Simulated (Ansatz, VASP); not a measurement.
# TePtS (1T-PtSTe monolayer): VASP beside Ansatz, part 2 of 2

One calculation is typed for both programs; each brings its own data sets. How far apart do they land? Of the first pair: The structure shown is the start of the Ansatz relaxation below; VASP solves that cell, so the two are compared at the walk's first step.

VASP 6.6.1 and Ansatz 0.2.0.

So far. Step 4 (Differences): The forces differ by 16 meV/Å r.m.s., which is 1.4 % of the r.m.s. force of 1.132 eV/Å (both taken over all components). With vacuum in the cell, a pressure given here is an average over mostly empty space and none of the material.

### 5. Ansatz: relaxation, PBE with D3(BJ)

Level of this step: Ansatz beside VASP: Kohn-Sham DFT, plane waves, PBE with D3(BJ) (Ansatz).

This run makes the geometry at which the two programs are then compared.

The structure compared here is the end of the Ansatz relaxation.

The input, input.yaml:

```yaml
crystal:
  lattice:
    - [3.795, 0.0, 0.0]
    - [-1.8975, 3.2865664074, 0.0]
    - [0.0, 0.0, 35.638276561]
  atoms:
    - { symbol: Te, position: [0.6666666667, 0.3333333333, 0.4671943092] }
    - { symbol: Pt, position: [0.0, 0.0, 0.5077083158] }
    - { symbol: S, position: [0.3333333333, 0.6666666667, 0.5328056908] }
  periodic: [true, true, false]
kpoints:
  mp_grid: { grid: [12, 12, 1] }
hamiltonian:
  xc: pbe
  dispersion: d3bj
scf:
  occupations: { method: fermi_dirac, width: 0.05 }
  convergence: { dr2_threshold: 1.0e-09 }
relax:
  f_tol: 0.004
  max_steps: 90
  cell: {}
output:
  write_potential: true
  write_density: true
  volumetric_format: npy
```

The run is started by

```console
$ ansatz run input.yaml --threads 2 --pin off --max-ram 3072MiB --backend cpu --events-out ev --progress --plain --runs-dir out
```

Numbers of over 12 decimals in the logs are rounded to 6 here.

The log of the run:

```text
[...]
Crystal: 3 atoms, lattice volume = 444.499 Å³
Basis set: ecut = 420 eV, 8687 PW (Γ), exchange–correlation on 54×54×480 points (8 copies of the dense FFT grid, shifted against one another)
Bands: 24, of which v1, the nominal top of the filled ones, is band 20 counted from 1 (19 counted from 0)
Symmetry: 6 space group operations
[...]
the weakly bound empty levels are not read free of the cell's end (no_gap_told)
--- Relaxed structure (6 steps of the walk, 6 accepted, 1 SCFs on fresh bases) ---
[...]
cell:  # Å, volume = 437.3229 Å³
    - [3.764241, -2.2765972285831553e-18, 0]
    - [-1.882121, 3.259929, 0]
    - [0, 0, 35.638276561]
  atoms:
    - { symbol: Te, position: [0.666667, 0.333333, 0.464004] }
    - { symbol: Pt, position: [0, 0, 0.505006] }
    - { symbol: S, position: [0.333333, 0.666667, 0.538699] }
[key lines of the parts left out:]
SCF converged after 7 iterations
Free energy (F): -20406.782780 eV
Fermi energy:    -5.027184 eV
P = ½ c Tr σ = -0.0025 N/m
```

### 6. VASP: single point, PBE with D3(BJ), relaxed cell, pair 2

The same cell, functional, mesh and smearing now go to VASP, with its own data sets.

The input, INCAR:

```
SYSTEM = TePtS
PREC = Accurate
ENCUT = 400
EDIFF = 1E-06
NELM = 120
ISMEAR = -1
SIGMA = 0.05
LREAL = .FALSE.
ALGO = Normal
GGA = PE
IVDW = 12
NBANDS = 17
LASPH = .TRUE.
LORBIT = 11
LWAVE = .FALSE.
LCHARG = .FALSE.
ISIF = 2
LDIPOL = .TRUE.
IDIPOL = 3
DIPOL = 0.5 0.5 0.503
LVHAR = .TRUE.
GGA_COMPAT = .FALSE.
EFERMI = MIDGAP
NELMDL = -8
```

The input, POSCAR:

```
TePtS
1.0
    3.7642413527      0.0000000000      0.0000000000
   -1.8821206764      3.2599286374      0.0000000000
    0.0000000000      0.0000000000     35.6382765610
Te Pt S
1 1 1
Direct
    0.6666666667      0.3333333333      0.4640038182
    0.0000000000      1.0000000000      0.5050058639
    0.3333333334      0.6666666666      0.5386986338
```

The input, KPOINTS:

```
Automatic mesh
0
Gamma
12 12 1
0 0 0
```

PAW data sets: Te, Pt and S (PBE family, release 64).

The run is started by

```console
$ mpirun -np 1 vasp_std
```

The log of the run:

```text
[... set-up lines as in an earlier step ...]
 entering main loop
       N       E                     dE             d eps       ncg     rms          rms(c)
DAV:   1     0.170943911165E+03    0.17094E+03   -0.56221E+03   646   0.715E+02
DAV:   2     0.672937149880E+01   -0.16421E+03   -0.15432E+03  1153   0.137E+02
DAV:   3    -0.148644509349E+02   -0.21594E+02   -0.21308E+02   866   0.676E+01
DAV:   4    -0.152330167093E+02   -0.36857E+00   -0.36772E+00   849   0.111E+01
[...]
DAV:  24    -0.141908531406E+02   -0.47653E-05   -0.10905E-07   604   0.950E-04    0.207E-04
DAV:  25    -0.141908550666E+02   -0.19260E-05   -0.28901E-08   616   0.470E-04    0.114E-04
DAV:  26    -0.141908560363E+02   -0.96967E-06   -0.19220E-08   592   0.344E-04
   1 F= -.15122209E+02 E0= -.15122197E+02  d E =-.229740E-04
```

From OUTCAR (step 6):

```text
 Edisp (eV)   -0.93135

  Total      -0.13498    -0.13498    -0.10609     0.00000     0.00000     0.00000
  in kB      -0.49450    -0.49450    -0.38867     0.00000     0.00000     0.00000
  external pressure =       -0.46 kB  Pullay stress =        0.00 kB

 POSITION                                       TOTAL-FORCE (eV/Angst)
 -----------------------------------------------------------------------------------
      1.88212      1.08664     16.53630         0.000000     -0.000000      0.034063
      0.00000      0.00000     17.99754         0.000000      0.000000     -0.004484
      0.00000      2.17329     19.19829        -0.000000      0.000000     -0.029578
 -----------------------------------------------------------------------------------
    total drift:                               -0.000001      0.000000     -0.000218

  FREE ENERGIE OF THE ION-ELECTRON SYSTEM (eV)
  ---------------------------------------------------
  free  energy   TOTEN  =       -15.1222088834 eV

  energy  without entropy=      -15.1221859093  energy(sigma->0) =      -15.12219740

[... 1 part as in an earlier step ...]

[... 2 further parts left out ...]
[key lines of the parts left out:]
E-fermi :  -3.1681
```

### 7. Comparison

What differs besides the data sets and the points named for the pairs above, as far as they apply: the data sets hold 40 valence electrons in Ansatz (on its default PAW (the set named soft_2) files) and 22 in VASP. Total energies have different zeros and are not compared.

Both answers:

| quantity | Ansatz | VASP | difference |
| --- | --- | --- | --- |
| gap on the k mesh (eV) | 0.890 | 0.891 | -0.002 |

At this near-relaxed geometry the largest component of a force difference is 34 meV/Å. A gap on the mesh is an upper bound, since the band edges may lie between its points; neither run holds spin-orbit coupling, which can move the band edges of a compound of Pt. With vacuum in the cell, a pressure given here is an average over mostly empty space and none of the material.

### 8. Other set-ups

Further runs change the set-up of one program: Ansatz's method, potentials or start, or VASP's data sets, cutoff or form of LDA. The table gives Ansatz less VASP for each quantity, since a change that brings one quantity closer may part another.

| run | r.m.s. force difference (meV/Å) | gap on the k mesh (eV) |
| --- | --- | --- |
| as above | 15 | -0.0016 |
| VASP with the data sets Te_sv_GW, Pt and S and a cutoff of 520 eV | 13 | 5.4e-4 |

### 9. What came out

| Quantity | Value |
| --- | --- |
| r.m.s. force difference (single point, PBE with D3(BJ), start cell, pair 1) | 1.4 % of the r.m.s. force |
| r.m.s. force difference (single point, PBE with D3(BJ), relaxed cell, pair 2) | 15 meV/Å |

The r.m.s. force difference is 15 meV/Å (single point, PBE with D3(BJ), relaxed cell, pair 2), beyond the 12 meV/Å picked in this series as the mark of a large difference. The data sets hold unlike numbers of valence electrons (40 in Ansatz and 22 in VASP), so part of the differences comes from the potentials. Single point, PBE with D3(BJ), relaxed cell, pair 2, VASP with the data sets Te_sv_GW, Pt and S and a cutoff of 520 eV: the difference in gap on the k mesh goes from -0.0016 to 5.4e-4 eV. How closely two codes agree says nothing of how well the functional describes the real material.

[Lines on the potential files, build, host, timing and source positions are cut from VASP's logs without a mark.]

[Logs are printed without paths, hosts, clocks, repeated set-up lines and the standing remarks that a program may print on its own settings, such as how far it seeks lower states.]

[Hosts, paths, dates, database ids (printed as entryN), source tags and the programs' standing remarks are cut or masked in the printed files.]
